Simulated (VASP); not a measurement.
Method: PBE GGA, VASP's PBE PAW potentials (set 64) (plane waves; VASP).

Input for VASP

**INCAR**
```
ALGO=Normal
EDIFF=1E-6
ENCUT=550
GGA=PE
ISIF=2
ISMEAR=1
ISPIN=2
LASPH=T
LCHARG=F
LMAXMIX=4
LORBIT=10
LREAL=F
LWAVE=F
MAGMOM=3.0 3*0.7
NELM=100
PREC=Accurate
SIGMA=0.1
SYSTEM=Ni3Fe
```

### KPOINTS
```
Automatic mesh
0
Gamma
 8 8 8
0 0 0
```

### POSCAR
```
Ni3Fe
1.0
  3.5514900000   0.0000000000   0.0000000000
  0.0000000000   3.5122190000   0.0000000000
  0.0000000000   0.0000000000   3.6151720000
Fe Ni
1 3
Cartesian
  0.0000000000   0.0000000000   0.0000000000
  0.0000000000   1.7561095000   1.8075860000
  1.7757450000   0.0000000000   1.8075860000
  1.8340356054   1.7561095000   0.0000000000
```

POTCAR, in this order: Fe Ni (PBE.64 set). Program: vasp_std.

Output

### OUTCAR
```
 ion  position               nearest neighbor table
   1  0.000  0.000  0.000-   4 2.46   4 2.46   2 2.52   2 2.52   2 2.52   2 2.52   3 2.53   3 2.53
                             3 2.53   3 2.53   4 2.54   4 2.54
   2  0.000  0.500  0.500-   4 2.49   4 2.49   3 2.50   3 2.50   3 2.50   3 2.50   1 2.52   1 2.52
                             1 2.52   1 2.52   4 2.58   4 2.58
   3  0.500  0.000  0.500-   2 2.50   2 2.50   2 2.50   2 2.50   4 2.52   4 2.52   4 2.52   4 2.52
                             1 2.53   1 2.53   1 2.53   1 2.53
   4  0.516  0.500  0.000-   1 2.46   1 2.46   2 2.49   2 2.49   3 2.52   3 2.52   3 2.52   3 2.52
                             1 2.54   1 2.54   2 2.58   2 2.58
  LATTYP: Found a simple orthorhombic cell.
 ALAT       =     3.5122190000
 B/A-ratio  =     1.0111812504
 C/A-ratio  =     1.0293128077
 Subroutine PRICEL returns:
 Original cell was already a primitive cell.
 Subroutine GETGRP returns: Found  4 space group operations
The static configuration has the point symmetry C_2v.
The dynamic configuration has the point symmetry C_2v.
The overall configuration has the point symmetry C_2v.
 Subroutine INISYM returns: Found  4 space group operations
 Subroutine IBZKPT returns following result:
 Found    125 irreducible k-points:

 Following reciprocal coordinates:
            Coordinates               Weight
  0.000000  0.000000  0.000000      1.000000
  0.125000  0.000000  0.000000      2.000000
  0.250000  0.000000  0.000000      2.000000
  0.375000  0.000000  0.000000      2.000000
  0.500000  0.000000  0.000000      1.000000
  0.000000  0.125000  0.000000      2.000000
  0.125000  0.125000  0.000000      4.000000
  0.250000  0.125000  0.000000      4.000000
  0.375000  0.125000  0.000000      4.000000
  0.500000  0.125000  0.000000      2.000000
  0.000000  0.250000  0.000000      2.000000
  0.125000  0.250000  0.000000      4.000000
  0.250000  0.250000  0.000000      4.000000
  0.375000  0.250000  0.000000      4.000000
  0.500000  0.250000  0.000000      2.000000
...
```

File OSZICAR:
```
       N       E                     dE             d eps       ncg     rms          rms(c)
DAV:   1     0.250421981442E+03    0.25042E+03   -0.17977E+04 13296   0.213E+03
DAV:   2    -0.141619126654E+02   -0.26458E+03   -0.25487E+03 13026   0.369E+02
DAV:   3    -0.289482399153E+02   -0.14786E+02   -0.13998E+02 13426   0.120E+02
DAV:   4    -0.291545092969E+02   -0.20627E+00   -0.20560E+00 13968   0.150E+01
DAV:   5    -0.291600494172E+02   -0.55401E-02   -0.55394E-02 18252   0.197E+00    0.203E+01
DAV:   6    -0.265204448111E+02    0.26396E+01   -0.38389E+01 13752   0.994E+01    0.218E+01
DAV:   7    -0.297731829903E+02   -0.32527E+01   -0.24820E+01 15368   0.123E+02    0.273E+01
DAV:   8    -0.248403978410E+02    0.49328E+01   -0.16474E+01 16378   0.558E+01    0.635E+00
DAV:   9    -0.250864558710E+02   -0.24606E+00   -0.10117E+00 18226   0.242E+01    0.558E+00
DAV:  10    -0.250030950607E+02    0.83361E-01   -0.46297E-01 15068   0.234E+01    0.303E+00
DAV:  11    -0.249728258263E+02    0.30269E-01   -0.16276E-01 18750   0.117E+01    0.173E+00
DAV:  12    -0.249694792512E+02    0.33466E-02   -0.64466E-02 17014   0.734E+00    0.145E+00
DAV:  13    -0.249681086816E+02    0.13706E-02   -0.16412E-02 17094   0.362E+00    0.987E-01
DAV:  14    -0.249695654975E+02   -0.14568E-02   -0.56153E-03 15010   0.206E+00    0.223E-01
DAV:  15    -0.249696505500E+02   -0.85052E-04   -0.14211E-03 17560   0.511E-01    0.719E-02
DAV:  16    -0.249696940272E+02   -0.43477E-04   -0.16653E-04 15528   0.187E-01    0.762E-02
DAV:  17    -0.249696813278E+02    0.12699E-04   -0.39363E-05 18744   0.150E-01    0.204E-02
DAV:  18    -0.249696808891E+02    0.43873E-06   -0.90936E-06 13722   0.566E-02
   1 F= -.24969681E+02 E0= -.24969321E+02  d E =-.107898E-02  mag=     4.8527
```

### OUTCAR
```
------------------------ aborting loop because EDIFF is reached ----------------------------------------
  FORCE on cell =-STRESS in cart. coord.  units (eV):
  Direction    XX          YY          ZZ          XY          YZ          ZX
  --------------------------------------------------------------------------------------
  Total       -0.4459798     -0.1733969     -1.0733731      0.0000000      0.0000000      0.0000000
  in kB      -15.8454501     -6.1607106    -38.1364404      0.0000000      0.0000000      0.0000000
  external PRESSURE =     -20.0475337 kB  Pullay stress =       0.0000000 kB
  volume of cell :       45.09
      direct lattice vectors                 reciprocal lattice vectors
     3.551490000  0.000000000  0.000000000     0.281571960  0.000000000  0.000000000
     0.000000000  3.512219000  0.000000000     0.000000000  0.284720287  0.000000000
     0.000000000  0.000000000  3.615172000     0.000000000  0.000000000  0.276612012
 POSITION                                       TOTAL-FORCE (eV/Angst)
 -----------------------------------------------------------------------------------
      0.00000      0.00000      0.00000         0.204289      0.000000      0.000000
      0.00000      1.75611      1.80759         0.206649      0.000000      0.000000
      1.77574      0.00000      1.80759         0.024490      0.000000      0.000000
      1.83404      1.75611      0.00000        -0.435428      0.000000      0.000000
 -----------------------------------------------------------------------------------
    total drift:                               -0.000147      0.000000     -0.000004
  FREE ENERGIE OF THE ION-ELECTRON SYSTEM (eV)
  ---------------------------------------------------
  free  energy   TOTEN  =       -24.9696808891 eV

  energy  without entropy=      -24.9686019112  energy(sigma->0) =      -24.96932123

 total charge

# of ion       s       p       d       tot
------------------------------------------
    1        0.470   0.492   6.101   7.063
    2        0.499   0.499   8.318   9.316
    3        0.498   0.497   8.319   9.314
    4        0.501   0.501   8.317   9.318
--------------------------------------------------
tot          1.967   1.989  31.055  35.012

 magnetization (x)

# of ion       s       p       d       tot
------------------------------------------
    1        0.012  -0.000   2.918   2.930
    2       -0.015  -0.044   0.709   0.650
    3       -0.015  -0.044   0.702   0.642
    4       -0.015  -0.043   0.724   0.665
--------------------------------------------------
tot         -0.033  -0.132   5.053   4.888
```
(Selected blocks of OUTCAR.)

OUTCAR:
```
 val. band max:        8.4082679389   @ k =   0.1250   0.2500   0.3750

 cond. band min:       8.4142673274   @ k =   0.0000   0.3750   0.2500


 Fermi energy:         8.4084502702

 spin component 1

 k-point     1 :       0.0000    0.0000    0.0000
  band No.  band energies     occupation
      1      -0.5703      1.00000
      2       3.1769      1.00000
      3       3.1918      1.00000
      4       3.8632      1.00000
      5       3.8998      1.00000
      6       3.9111      1.00000
      7       3.9235      1.00000
      8       5.6532      1.00000
      9       5.7536      1.00000
     10       5.7984      1.00000
     11       6.6602      1.00000
     12       6.7911      1.00000
     13       7.5244      1.00000
     14       7.5793      1.00000
     15       7.5888      1.00000
     16       7.6257      1.00000
     17       7.6512      1.00000
     18       7.7039      1.00000
     19       7.7060      1.00000
     20       7.7528      1.00000
     21       7.8306      1.00000
     22      10.3063     -0.00000
     23      10.7242      0.00000
     24      10.9674      0.00000
     25      16.8221      0.00000
     26      17.2777      0.00000

 k-point     2 :       0.1250    0.0000    0.0000
  band No.  band energies     occupation
      1      -0.3695      1.00000
      2       3.2433      1.00000
      3       3.2800      1.00000
      4       3.9357      1.00000
      5       3.9641      1.00000
      6       3.9703      1.00000
      7       3.9946      1.00000
      8       5.6834      1.00000
      9       5.7105      1.00000
     10       5.8439      1.00000
     11       6.6307      1.00000
     12       6.7677      1.00000
     13       7.2471      1.00000
     14       7.3544      1.00000
     15       7.4535      1.00000
     16       7.5056      1.00000
     17       7.5458      1.00000
     18       7.5631      1.00000
     19       7.6520      1.00000
     20       7.6833      1.00000
...
```

The compound is Ni3Fe in the L1_2 structure. The cell was not relaxed at this level, atoms are displaced from their ideal sites. The run is one of a series of settings (ENCUT = 550 against the base run), some of them coarse on purpose.
